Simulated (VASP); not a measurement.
A run of VASP 6.6.1 is set up as follows.

File INCAR:

```
PREC = Accurate ; ENCUT = 600
EDIFF = 1E-6 ; ISMEAR = 0
SIGMA = 0.02 ; LREAL = F
LASPH = T ; NELM = 60
ALGO = Normal ; ISIF = 3
LWAVE = F ; LCHARG = F
GGA = CA ; IBRION = 2
NSW = 100 ; EDIFFG = -0.005
```

File KPOINTS:

```
regular mesh
0
Gamma
  9 9 6
```

The input POSCAR:

```
ZnO
1.0
    3.2493080000      0.0000000000      0.0000000000
   -1.6246540000      2.8139832727      0.0000000000
    0.0000000000      0.0000000000      5.2057090000
Zn O
2 2
Direct
    0.3333333333      0.6666666667      0.5000000000
    0.6666666667      0.3333333333      0.0000000000
    0.6666666667      0.3333333333      0.3790100000
    0.3333333333      0.6666666667      0.8790100000
```

Potentials or basis: VASP PAW LDA potentials, release 64 (Zn, O).

Launch:

```console
$ cat potpaw_LDA.64/Zn/POTCAR potpaw_LDA.64/O/POTCAR > POTCAR
$ mpirun -np 1 vasp_std > vasp.out
```

**Question.** Predict the band gap on the k mesh.

**Answer.** 0.80 eV, direct.

**Question.** Estimate the relaxed volume.

**Answer.** 11.41 Å³/atom.

**Question.** Predict the relaxed cell.

**Answer.** a = 3.194 Å, b = 3.194 Å, c = 5.164 Å, α = 90.00°, β = 90.00°, γ = 120.00°.

Final structure:
```
CELL_PARAMETERS angstrom
3.19392 0.00000 0.00000
-1.59696 2.76602 0.00000
0.00000 0.00000 5.16412
ATOMIC_POSITIONS crystal
Zn 0.33333 0.66667 0.50036
Zn 0.66667 0.33333 0.00036
O 0.66667 0.33333 0.37865
O 0.33333 0.66667 0.87865
```

Expect the measured gap to be larger: semilocal functionals such as LDA lack the derivative discontinuity. Zero-point motion and thermal expansion aren't in these numbers.
